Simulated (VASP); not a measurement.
Input:

```xyz
1
Lattice="-2.6400 2.6400 2.6400 2.6400 -2.6400 2.6400 2.6400 2.6400 -2.6400" Properties=species:S:1:pos:R:3 pbc="T T T"
K      0.0000     0.0000     0.0000
```

These are revTPSS meta-GGA, VASP's PBE PAW potentials (set 64) (plane waves; VASP) values and carry that method's errors. Settings: 520 eV cut-off, 9×9×9 Γ-centred mesh, first-order Methfessel-Paxton smearing of 0.10 eV, potentials K_sv.

Energy and stress use the plane-wave basis of the starting cell.

### Question
The ions, cell shape and volume are relaxed. Which structure does the run end with?

### Answer

```xyz
1
Lattice="-2.6595 2.6595 2.6595 2.6595 -2.6595 2.6595 2.6595 2.6595 -2.6595" Properties=species:S:1:pos:R:3 pbc="T T T"
K      0.0000     0.0000     0.0000
```
Space group Im-3m (229), at a tolerance of 0.03 Å.

### Question
How do energy and volume change from the first to the last step?

### Answer
The energy (σ→0) changes by -0.5 meV/atom and the volume by +2.2 %, in 3 ionic steps.

The compound is K in the bcc structure. This run relaxes it. Symmetry was kept, so distortions that lower it aren't found.
